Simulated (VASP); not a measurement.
# A slab model of Pb(111), strained, part 3 of 4

Aim: model Pb(111), strained by a slab and find how far its highest filled level lies below the vacuum.

VASP 6.6.1; PBE with D3(BJ); plane waves and PAW (Pb).

So far. Step 2 (Relaxing the slab): The run ended after 5 ionic steps, 0.006 eV below its first step, once the forces on the free atoms met EDIFFG = -0.03. Step 3 (Vacuum level and density of states): The vacuum level lies 3.88 eV above the Fermi level at the upper face; both faces agree, as the slab has next to no dipole.

### Step 4. The slab in a field, field -0.1

A field across the slab, with the atoms held, gives the electronic response: the dipole changes linearly with the field, and the energy has a linear term from the slab's own dipole and a quadratic one from its polarisability.

The input, INCAR:

```
SYSTEM = Pb
PREC = Normal
ENCUT = 300
EDIFF = 1E-06
NELM = 120
ISMEAR = -1
SIGMA = 0.1
LREAL = .FALSE.
ALGO = Fast
GGA = PE
IVDW = 12
NBANDS = 14
LORBIT = 11
LWAVE = .FALSE.
LCHARG = .FALSE.
KPAR = 2
LASPH = .TRUE.
IDIPOL = 3
LDIPOL = .TRUE.
DIPOL = 0.5 0.5 0.5
EFIELD = -0.1
LVHAR = .TRUE.
```

The input, POSCAR:

```
Pb
1.0
    3.5850313800      0.0000000000      0.0000000000
   -1.7925156900      3.1047282500      0.0000000000
    0.0000000000      0.0000000000     26.4109222428
Pb
4
Direct
    0.0000000000      0.0000000000      0.3416952955
    0.6666666700      0.3333333300      0.4455935717
    0.3333333300      0.6666666700      0.5544064283
    0.0000000000      0.0000000000      0.6583047045
```

The input, KPOINTS:

```
Automatic mesh
0
Gamma
12 12 1
0 0 0
```

The projector-augmented-wave data sets are Pb (PBE family, release 64).

Started as:

```bash
> mpirun -np 2 vasp_std
```

The log of the run:

```text
[... set-up lines as in an earlier step ...]
 entering main loop
       N       E                     dE             d eps       ncg     rms          rms(c)
DAV:   1     0.695387759039E+02    0.69539E+02   -0.32461E+03   532   0.506E+02
DAV:   2    -0.633251640681E+01   -0.75871E+02   -0.67994E+02   778   0.997E+01
DAV:   3    -0.138645822487E+02   -0.75321E+01   -0.74401E+01   682   0.397E+01
DAV:   4    -0.141799337999E+02   -0.31535E+00   -0.31484E+00   800   0.863E+00
DAV:   5    -0.141845315218E+02   -0.45977E-02   -0.45974E-02   696   0.114E+00    0.877E+00
RMM:   6    -0.158275813758E+02   -0.16430E+01   -0.12898E+00   719   0.224E+00    0.695E+00
RMM:   7    -0.154032770681E+02    0.42430E+00   -0.14266E+00   692   0.258E+00    0.576E+00
RMM:   8    -0.139796241917E+02    0.14237E+01   -0.17955E-01   605   0.146E+00    0.105E+00
RMM:   9    -0.139612964961E+02    0.18328E-01   -0.54066E-02   711   0.672E-01    0.652E-01
RMM:  10    -0.139620489062E+02   -0.75241E-03   -0.85270E-03   784   0.304E-01    0.680E-01
RMM:  11    -0.139616740806E+02    0.37483E-03   -0.12127E-03   764   0.125E-01    0.706E-01
RMM:  12    -0.139617845385E+02   -0.11046E-03   -0.12594E-04   758   0.452E-02    0.690E-01
RMM:  13    -0.139642124529E+02   -0.24279E-02   -0.70233E-03   902   0.281E-01    0.141E+00
RMM:  14    -0.139974677537E+02   -0.33255E-01   -0.11334E-01  1063   0.114E+00    0.264E+00
RMM:  15    -0.139698072269E+02    0.27661E-01   -0.13776E-02   917   0.402E-01    0.144E+00
RMM:  16    -0.139627284746E+02    0.70788E-02   -0.40786E-03   842   0.227E-01    0.962E-01
RMM:  17    -0.139583725009E+02    0.43560E-02   -0.68952E-03   903   0.287E-01    0.157E-01
RMM:  18    -0.139583235946E+02    0.48906E-04   -0.34847E-04   761   0.838E-02    0.669E-02
RMM:  19    -0.139583492145E+02   -0.25620E-04   -0.17345E-04   717   0.533E-02    0.273E-02
RMM:  20    -0.139584551305E+02   -0.10592E-03   -0.38548E-05   686   0.268E-02    0.830E-03
RMM:  21    -0.139585074910E+02   -0.52361E-04   -0.19013E-05   655   0.175E-02    0.552E-02
RMM:  22    -0.139585135541E+02   -0.60630E-05   -0.13556E-05   652   0.125E-02    0.161E-02
RMM:  23    -0.139585307491E+02   -0.17195E-04   -0.18350E-05   728   0.148E-02    0.185E-02
RMM:  24    -0.139585402692E+02   -0.95201E-05   -0.30110E-06   565   0.730E-03    0.700E-03
RMM:  25    -0.139585435054E+02   -0.32361E-05   -0.10279E-06   518   0.323E-03    0.371E-03
RMM:  26    -0.139585511878E+02   -0.76825E-05   -0.56708E-07   487   0.263E-03    0.437E-03
RMM:  27    -0.139585559952E+02   -0.48074E-05   -0.16847E-07   333   0.138E-03    0.357E-03
RMM:  28    -0.139585593964E+02   -0.34012E-05   -0.32116E-07   440   0.218E-03    0.235E-03
RMM:  29    -0.139585618179E+02   -0.24215E-05   -0.77853E-08   302   0.121E-03    0.269E-03
RMM:  30    -0.139585621513E+02   -0.33342E-06   -0.34760E-08   241   0.102E-03
   1 F= -.15189138E+02 E0= -.15153147E+02  d E =-.719807E-01
```

It took 24 s on 2 MPI ranks of Intel Xeon Platinum 8259CL at 2.50GHz (Skylake/Cascade Lake), shared host; peak memory 0.36 GiB; 45 s of CPU time.

Parts of OUTCAR (step 4):

```text
The static configuration has the point symmetry D_3d.

 Found     19 irreducible k-points:

   NELECT =      16.0000    total number of electrons

 dipolmoment           0.000000      0.000000     -0.073148 electrons x Angstroem

 E-fermi :  -0.2363

 k-point     1 :       0.0000    0.0000    0.0000
  band No.  band energies     occupation
    ...
      2     -10.9047      2.00000
      3      -9.6281      2.00000
      4      -8.5046      2.00000
      5      -3.3652      2.00000
      6      -1.4184      1.99999
      7       1.1268      0.00000
      8       2.8765      0.00000
      9       3.4202      0.00000
     10       4.2613      0.00000
     11       4.5676      0.00000
    ...

 k-point     2 :       0.0833    0.0000    0.0000
  band No.  band energies     occupation
    ...
      2     -10.7954      2.00000
      3      -9.5257      2.00000
      4      -8.4134      2.00000
      5      -3.2440      2.00000
      6      -1.3225      1.99996
      7       1.1716      0.00000
      8       2.9466      0.00000
      9       3.4868      0.00000
     10       3.7714      0.00000
     11       4.1538      0.00000
    ...

 Edisp (eV)   -1.23058

  Total      -2.01764    -2.01764    -0.24159     0.00000     0.00000     0.00000
  in kB     -10.99650   -10.99650    -1.31671     0.00000     0.00000     0.00000
  external pressure =       -7.77 kB  Pullay stress =        0.00 kB

 POSITION                                       TOTAL-FORCE (eV/Angst)
 -----------------------------------------------------------------------------------
      0.00000      0.00000      9.02449        -0.000000      0.000000      0.024370
      1.79252      1.03491     11.76854         0.000000      0.000000      0.010604
     -0.00000      2.06982     14.64239        -0.000000      0.000000     -0.013309
      0.00000      0.00000     17.38643        -0.000000      0.000000     -0.021665
 -----------------------------------------------------------------------------------
    total drift:                               -0.000000      0.000000      0.000128

  FREE ENERGIE OF THE ION-ELECTRON SYSTEM (eV)
  ---------------------------------------------------
  free  energy   TOTEN  =       -15.1891375956 eV

  energy  without entropy=      -15.1171568761  energy(sigma->0) =      -15.15314724

 vacuum level on the upper side and lower side of the slab         4.326         2.968

 total charge
# of ion       s       p       d       tot
------------------------------------------
    1        1.728   1.256   0.049   3.033
    2        1.743   1.303   0.066   3.112
    3        1.742   1.305   0.066   3.113
    4        1.729   1.252   0.049   3.029
--------------------------------------------------
tot          6.941   5.116   0.230  12.288

[... 8 parts as in an earlier step ...]

[... 5 further parts left out ...]
```

Numbers from this step:

```yaml
electronic_cycles: 30
fermi_energy: -0.2363 eV
dipole_moment: 0, 0, -0.07315 e·Å
```

The planar average of the electrostatic potential oscillates, so the rows of the table below give means over windows of 1 Å about each position, cut where the curve ends. Its maxima inside the range that stand out by 2 % of the span (Å: eV): 6.0: 3.72, 10.4: 1.13, 13.2: 1.56, 16.0: 1.13, 25.9: 4.56. Its minima: 0.5: 3.20, 9.1: -9.84, 11.8: -9.91, 14.6: -9.91, 17.3: -9.84.

Zero at the Fermi level. The planar average of the electrostatic potential by height; means over each step:

```
height (Å)  planar average of the electrostatic potential (eV)
         0                                                3.44
         1                                                3.26
         2                                                3.36
         3                                                3.46
         4                                                3.56
         5                                                3.65
         6                                                3.71
         7                                                3.40
         8                                               -1.16
         9                                               -8.92
        10                                               -2.27
        11                                               -4.16
        12                                               -8.47
        13                                              -0.242
        14                                               -5.34
        15                                               -7.77
        16                                              -0.440
        17                                               -7.61
        18                                               -5.44
        19                                                2.73
        20                                                3.87
        21                                                4.06
        22                                                4.17
        23                                                4.27
        24                                                4.37
        25                                                4.47
        26                                                4.49
```

VASP counts the dipole in electrons times Å, so a positive number points the physical dipole along −c. A positive EFIELD is likewise a physical field along −c.

Energy at zero smearing: -15.15315 eV.

### Step 5. The slab in a field, field 0.1

Edit INCAR of step 4 so:

```diff
@@ -20,3 +20,3 @@
 DIPOL = 0.5 0.5 0.5
-EFIELD = -0.1
+EFIELD = 0.1
 LVHAR = .TRUE.
```

POSCAR is that of step 4.

KPOINTS is that of step 4.

Started as:

```bash
> mpirun -np 2 vasp_std
```

The log of the run:

```text
[... set-up lines as in an earlier step ...]
 entering main loop
       N       E                     dE             d eps       ncg     rms          rms(c)
DAV:   1     0.695826866843E+02    0.69583E+02   -0.32460E+03   532   0.506E+02
DAV:   2    -0.634530777293E+01   -0.75928E+02   -0.68375E+02   786   0.100E+02
DAV:   3    -0.138572592461E+02   -0.75120E+01   -0.74141E+01   658   0.395E+01
DAV:   4    -0.141771976895E+02   -0.31994E+00   -0.31890E+00   802   0.870E+00
DAV:   5    -0.141846122357E+02   -0.74145E-02   -0.74141E-02   724   0.137E+00    0.877E+00
RMM:   6    -0.158281626748E+02   -0.16436E+01   -0.12764E+00   716   0.222E+00    0.695E+00
RMM:   7    -0.154052208854E+02    0.42294E+00   -0.14025E+00   690   0.255E+00    0.576E+00
RMM:   8    -0.139799691882E+02    0.14253E+01   -0.17531E-01   603   0.144E+00    0.106E+00
RMM:   9    -0.139613671671E+02    0.18602E-01   -0.53256E-02   699   0.666E-01    0.652E-01
RMM:  10    -0.139621040303E+02   -0.73686E-03   -0.84573E-03   782   0.306E-01    0.679E-01
RMM:  11    -0.139618187151E+02    0.28532E-03   -0.11142E-03   774   0.123E-01    0.706E-01
RMM:  12    -0.139665542412E+02   -0.47355E-02   -0.53399E-03   712   0.269E-01    0.769E-01
RMM:  13    -0.140617767246E+02   -0.95222E-01   -0.14353E-01  1026   0.133E+00    0.487E+00
RMM:  14    -0.139723000221E+02    0.89477E-01   -0.73656E-02   961   0.918E-01    0.175E+00
RMM:  15    -0.139668264023E+02    0.54736E-02   -0.32208E-03   769   0.242E-01    0.144E+00
RMM:  16    -0.139606165569E+02    0.62098E-02   -0.52078E-03   775   0.263E-01    0.778E-01
RMM:  17    -0.139590337045E+02    0.15829E-02   -0.19160E-03   731   0.187E-01    0.431E-01
RMM:  18    -0.139583288893E+02    0.70482E-03   -0.30060E-03   796   0.201E-01    0.923E-02
RMM:  19    -0.139583828612E+02   -0.53972E-04   -0.22195E-04   661   0.816E-02    0.165E-02
RMM:  20    -0.139584950439E+02   -0.11218E-03   -0.66165E-05   666   0.386E-02    0.806E-02
RMM:  21    -0.139584908456E+02    0.41983E-05   -0.38147E-05   700   0.277E-02    0.201E-02
RMM:  22    -0.139585228627E+02   -0.32017E-04   -0.52568E-05   718   0.272E-02    0.413E-02
RMM:  23    -0.139585300031E+02   -0.71404E-05   -0.10827E-05   651   0.135E-02    0.237E-03
RMM:  24    -0.139585375451E+02   -0.75420E-05   -0.23945E-06   555   0.513E-03    0.817E-03
RMM:  25    -0.139585428836E+02   -0.53385E-05   -0.60170E-07   489   0.291E-03    0.110E-02
RMM:  26    -0.139585505358E+02   -0.76522E-05   -0.25623E-06   586   0.560E-03    0.727E-03
RMM:  27    -0.139585538850E+02   -0.33493E-05   -0.25627E-07   418   0.224E-03    0.211E-03
RMM:  28    -0.139585602773E+02   -0.63923E-05   -0.18350E-07   328   0.124E-03    0.275E-03
RMM:  29    -0.139585616072E+02   -0.13299E-05   -0.36322E-08   271   0.101E-03    0.879E-04
RMM:  30    -0.139585620312E+02   -0.42395E-06   -0.27279E-08   237   0.104E-03
   1 F= -.15189137E+02 E0= -.15153147E+02  d E =-.719808E-01
```

Wall time 23 s (2 MPI ranks); peak memory 0.36 GiB.

OUTCAR, selected parts (step 5):

```text
   NELECT =      16.0000    total number of electrons

 dipolmoment           0.000000      0.000000      0.073149 electrons x Angstroem

 E-fermi :  -0.2363

 k-point     1 :       0.0000    0.0000    0.0000
  band No.  band energies     occupation
    ...
      2     -10.9047      2.00000
      3      -9.6281      2.00000
      4      -8.5046      2.00000
      5      -3.3653      2.00000
      6      -1.4184      1.99999
      7       1.1268      0.00000
      8       2.8766      0.00000
      9       3.4187      0.00000
     10       4.2585      0.00000
     11       4.5673      0.00000
    ...

 Edisp (eV)   -1.23058

  Total      -2.01829    -2.01829    -0.24157    -0.00000    -0.00000     0.00000
  in kB     -11.00006   -11.00006    -1.31660    -0.00000    -0.00000     0.00000
  external pressure =       -7.77 kB  Pullay stress =        0.00 kB

 POSITION                                       TOTAL-FORCE (eV/Angst)
 -----------------------------------------------------------------------------------
      0.00000      0.00000      9.02449        -0.000000      0.000000      0.021997
      1.79252      1.03491     11.76854         0.000000      0.000000      0.013360
     -0.00000      2.06982     14.64239         0.000000     -0.000000     -0.010720
      0.00000      0.00000     17.38643        -0.000000      0.000000     -0.024637
 -----------------------------------------------------------------------------------
    total drift:                                0.000000     -0.000000      0.000220

  FREE ENERGIE OF THE ION-ELECTRON SYSTEM (eV)
  ---------------------------------------------------
  free  energy   TOTEN  =       -15.1891374755 eV

  energy  without entropy=      -15.1171566681  energy(sigma->0) =      -15.15314707

 vacuum level on the upper side and lower side of the slab         2.968         4.326

[... 10 parts as in an earlier step ...]

[... 7 further parts left out ...]
```

This step gave:

* dipole moment: 0, 0, 0.07315 e·Å

Zero at the Fermi level. Planar average of the electrostatic potential against height:

```
height (Å)  planar average of the electrostatic potential (eV)
       0.0                                                3.88
       0.5                                                4.56
       1.0                                                4.51
       1.5                                                4.46
       2.0                                                4.41
       2.5                                                4.36
       3.0                                                4.31
       3.5                                                4.26
       4.0                                                4.21
       4.5                                                4.16
       5.0                                                4.11
       5.5                                                4.05
       6.0                                                3.98
       6.5                                                3.86
       7.0                                                3.58
       7.5                                                2.81
       8.0                                              -0.632
       8.5                                               -6.89
       9.0                                               -9.81
       9.5                                               -7.59
      10.0                                               -1.72
      10.5                                               0.902
      11.0                                               -4.21
      11.5                                               -9.12
      12.0                                               -9.31
      12.5                                               -4.64
      13.0                                               0.866
      13.5                                               0.188
      14.0                                               -5.73
      14.5                                               -9.70
      15.0                                               -8.55
      15.5                                               -3.09
      16.0                                                1.07
      16.5                                               -2.80
      17.0                                               -8.37
      17.5                                               -9.65
      18.0                                               -5.89
      18.5                                               0.397
      19.0                                                2.95
      19.5                                                3.55
      20.0                                                3.70
      20.5                                                3.72
      21.0                                                3.69
      21.5                                                3.65
      22.0                                                3.60
      22.5                                                3.55
      23.0                                                3.50
      23.5                                                3.45
      24.0                                                3.40
      24.5                                                3.35
      25.0                                                3.30
      25.5                                                3.25
      26.0                                                3.23
```

Energy at zero smearing: -15.15315 eV.

### Step 6. Derived quantities

This step: slab, PBE + D3(BJ); plane waves and PAW (VASP 6.6.1).

No new run; the numbers come from the runs before.

Numbers from this step:

```yaml
polarisability_per_area_of_the_slab_or_monolayer: 0.9463 Å
```

VASP counts both for electrons: a positive EFIELD is a field along -c, and a positive dipole, in electrons times A, points along -c. Field, by row:

```
EFIELD (eV/Å)  dipole along z (e Å)  energy change (eV)
         -0.1              -0.07315           -0.003657
            0                     0                   0
          0.1               0.07315           -0.003657
```

The polarisability is the slope of the dipole against the field, as a volume for each unit of area.

(Continued in part 4 of 4.)

[Lines on the potential files, build, host, timing and source positions are cut from VASP's logs without a mark.]

[Logs are printed without paths, hosts, clocks, repeated set-up lines and the standing remarks that a program may print on its own settings, such as how far it seeks lower states.]

[Hosts, paths, dates, database ids (printed as entryN), source tags and the programs' standing remarks are cut or masked in the printed files.]

[In band tables of VASP the shares of atoms and orbitals are scaled to a sum of 1 inside the atoms' spheres.]

[Runs that stopped without an error message from VASP are left out.]
